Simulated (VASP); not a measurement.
Consider the following.

```
CELL_PARAMETERS angstrom
      0.00000     2.69796     2.69796
      2.69796     0.00000     2.69796
      2.69796     2.69796     0.00000
ATOMIC_POSITIONS crystal
  Ga 0.00000 0.00000 0.00000
  As 0.25000 0.25000 0.25000
```

Computed with r2SCAN meta-GGA, VASP's PBE PAW potentials (set 64) (plane waves; VASP). Run with 480 eV cut-off, 8×8×8 Γ-centred mesh, Gaussian smearing of 0.050 eV, potentials Ga_d As.

Question: Predict the energy per atom (σ→0), pressure, band gap (on the k-mesh) with the smallest direct gap where there is one.

Answer: 
```json
{
 "band gap (on the k-mesh)": "1.46 eV",
 "smallest direct gap (on the k-mesh)": "2.17 eV",
 "energy per atom (σ→0)": "-13.398 eV/atom",
 "pressure": "15.01 GPa"
}
```

Only differences to runs with the same potentials and settings are physical.

The compound is GaAs in the zinc blende structure. It was relaxed first under an external pressure of 15 GPa.
